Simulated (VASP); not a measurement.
Output of a VASP run:

**OSZICAR**
```
       N       E                     dE             d eps       ncg     rms          rms(c)
DAV:   1     0.193287844279E+03    0.19329E+03   -0.12448E+04  1192   0.174E+03
DAV:   2     0.752778861265E+01   -0.18576E+03   -0.18305E+03  1334   0.392E+02
DAV:   3    -0.114553482093E+02   -0.18983E+02   -0.18727E+02  1502   0.118E+02
DAV:   4    -0.120417817669E+02   -0.58643E+00   -0.58512E+00  1430   0.215E+01
DAV:   5    -0.120561874420E+02   -0.14406E-01   -0.14397E-01  1733   0.337E+00    0.490E+00
DAV:   6    -0.118196018564E+02    0.23659E+00   -0.61583E-01  1788   0.847E+00    0.318E+00
DAV:   7    -0.118053315721E+02    0.14270E-01   -0.14473E-01  1404   0.268E+00    0.102E+00
DAV:   8    -0.118056392809E+02   -0.30771E-03   -0.11254E-02  1500   0.105E+00    0.273E-01
DAV:   9    -0.118061303557E+02   -0.49107E-03   -0.13918E-03  1391   0.301E-01    0.828E-02
DAV:  10    -0.118061369061E+02   -0.65504E-05   -0.12132E-04  1763   0.855E-02    0.316E-02
DAV:  11    -0.118061671494E+02   -0.30243E-04   -0.52395E-05  1281   0.438E-02    0.867E-03
DAV:  12    -0.118061671561E+02   -0.67716E-08   -0.22191E-06  1667   0.126E-02    0.654E-03
DAV:  13    -0.118061676365E+02   -0.48037E-06   -0.19809E-06  1286   0.809E-03    0.171E-03
DAV:  14    -0.118061677136E+02   -0.77122E-07   -0.73611E-08  1193   0.179E-03
   1 F= -.13002870E+02 E0= -.13002870E+02  d E =0.000000E+00
```

OUTCAR:
```
------------------------ aborting loop because EDIFF is reached ----------------------------------------
  Edisp (eV):   -1.19670
  FORCE on cell =-STRESS in cart. coord.  units (eV):
  Direction    XX          YY          ZZ          XY          YZ          ZX
  --------------------------------------------------------------------------------------
  Total      -0.01610    -0.01610     0.01543     0.00000     0.00000     0.00000
  in kB      -0.33580    -0.33580     0.32194     0.00000     0.00000     0.00000
  external pressure =       -0.12 kB  Pullay stress =        0.00 kB
  volume of cell :       76.80
      direct lattice vectors                 reciprocal lattice vectors
     1.920207742 -3.325897588  0.000000000     0.260388493 -0.150335357  0.000000000
     1.920207742  3.325897588  0.000000000     0.260388493  0.150335357  0.000000000
     0.000000000  0.000000000  6.012913603     0.000000000  0.000000000  0.166308726
 POSITION                                       TOTAL-FORCE (eV/Angst)
 -----------------------------------------------------------------------------------
      0.00000      0.00000      0.00000        -0.000000      0.000000      0.000000
      1.92021      1.10863      1.59274         0.000000      0.000000      0.022815
      1.92021     -1.10863      4.42018         0.000000     -0.000000     -0.022815
 -----------------------------------------------------------------------------------
    total drift:                               -0.000000     -0.000000      0.000000
  FREE ENERGIE OF THE ION-ELECTRON SYSTEM (eV)
  ---------------------------------------------------
  free  energy   TOTEN  =       -13.0028701136 eV

  energy  without entropy=      -13.0028701136  energy(sigma->0) =      -13.00287011

 total charge

# of ion       s       p       d       tot
------------------------------------------
    1        1.067   1.004  10.091  12.161
    2        1.487   2.299   0.028   3.813
    3        1.487   2.299   0.028   3.813
--------------------------------------------------
tot          4.041   5.601  10.146  19.788

 Electric field gradients after diagonalization (V/A^2)
 (convention: |V_zz| > |V_xx| > |V_yy|)
----------------------------------------------------------------------
 ion       V_xx      V_yy      V_zz     asymmetry (V_yy - V_xx)/ V_zz
----------------------------------------------------------------------
   1      -1.790    -1.789     3.579       0.000
   2      28.158    28.157   -56.315       0.000
   3      28.158    28.157   -56.315       0.000
```
(Selected blocks of OUTCAR.)

File POSCAR:
```
SnSe2
1
    1.9202077425    -3.3258975875     0.0000000000
    1.9202077425     3.3258975875     0.0000000000
   -0.0000000000     0.0000000000     6.0129136033
Sn Se
1 2
Direct
  0.0000000000   0.0000000000   0.0000000000
  0.3333330000   0.6666670000   0.2648861837
  0.6666670000   0.3333330000   0.7351138163
```

**Question.** Write an INCAR and KPOINTS that could have produced this output.

**Answer.** This is not unique; one that fits is the input of the run itself, PBE GGA with D4 dispersion, plane waves, VASP's PBE PAW potentials (set 64).

File KPOINTS:
```
Automatic
0
gamma
 8 8 4
```

INCAR:
```
GGA = PE
EDIFF = 1E-7   ! SCF stop (eV)
LCHARG = .TRUE.
LEFG = .TRUE.
PREC = Accurate
LASPH = .TRUE.   ! aspherical one-centre terms
ISIF = 2
LMAXMIX = 4   ! l cut-off of mixed one-centre charges
IVDW = 13
SYSTEM = SnSe2
LREAL = .FALSE.
ALGO = Normal   ! blocked Davidson
LWAVE = .FALSE.
ENCUT = 520   ! plane-wave cut-off (eV)
NELM = 100   ! most electronic steps
ISMEAR = -5   ! tetrahedra, Bloechl
LORBIT = 11   ! lm-projected
NEDOS = 601   ! DOS grid
```

POTCAR, in this order: Sn_d Se (PBE.64 set). Program: vasp_std.

The compound is SnSe2 in the 1T layered structure. It was relaxed first.
